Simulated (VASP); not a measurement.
Calculation: rev-vdW-DF2, VASP's PBE PAW potentials (set 64) (plane waves; VASP 6.6.1).

The input files of a VASP run:

File POSCAR:
```
Al
2.7933930
  0.0000000000   0.7071068075   0.7071068075
  0.7071068075   0.0000000000   0.7071068075
  0.7071068075   0.7071068075   0.0000000000
Al
1
Cartesian
  0.0000000000   0.0000000000   0.0000000000
```

INCAR:
```
! general
SYSTEM   = Al
PREC     = Accurate
ENCUT    = 520
LREAL    = .FALSE.
LASPH    = .TRUE.

! electronic loop
EDIFF    = 1E-7
NELM     = 100
ALGO     = Normal

! smearing
ISMEAR   = 1
SIGMA    = 0.1

! functional
GGA      = MK
LUSE_VDW = .TRUE.
AGGAC    = 0.0
PARAM1   = 0.1234568
PARAM2   = 0.7114
ZAB_VDW  = -1.8867

! ions
ISIF     = 2

! output
LWAVE    = .FALSE.
LCHARG   = .FALSE.
```

File KPOINTS:
```
Automatic mesh
0
G
15 15 15
0 0 0
```

POTCAR, in this order: Al (PBE.64 set). Program: vasp_std.

Task: What does the run give for the energy per atom (σ→0), pressure, band gap (on the k-mesh)?

Result: 
| Item | Value |
|---|---|
| energy per atom (σ→0) | -2.615 eV/atom |
| band gap (on the k-mesh) | none (metal, semimetal or under 0.01 eV) |
| pressure | 5.69 GPa |

File OSZICAR:
```
...
DAV:   5    -0.262812835646E+01   -0.39028E-06   -0.39094E-06  1640   0.135E-02    0.120E+00
DAV:   6    -0.262025706935E+01    0.78713E-02   -0.12187E-03  1450   0.320E-01    0.717E-01
DAV:   7    -0.261462359538E+01    0.56335E-02   -0.32953E-03  1355   0.542E-01    0.126E-01
DAV:   8    -0.261463424830E+01   -0.10653E-04   -0.35493E-05  1760   0.548E-02    0.203E-02
DAV:   9    -0.261463447767E+01   -0.22938E-06   -0.40097E-07  1460   0.551E-03    0.203E-03
DAV:  10    -0.261463432831E+01    0.14936E-06   -0.19753E-08  1180   0.141E-03    0.118E-03
DAV:  11    -0.261463430917E+01    0.19143E-07   -0.64680E-10   745   0.273E-04
   1 F= -.26146343E+01 E0= -.26146195E+01  d E =-.443165E-04
```

The compound is Al in the fcc structure. This cell is one point of a volume scan, at 0.94 of the reference volume.
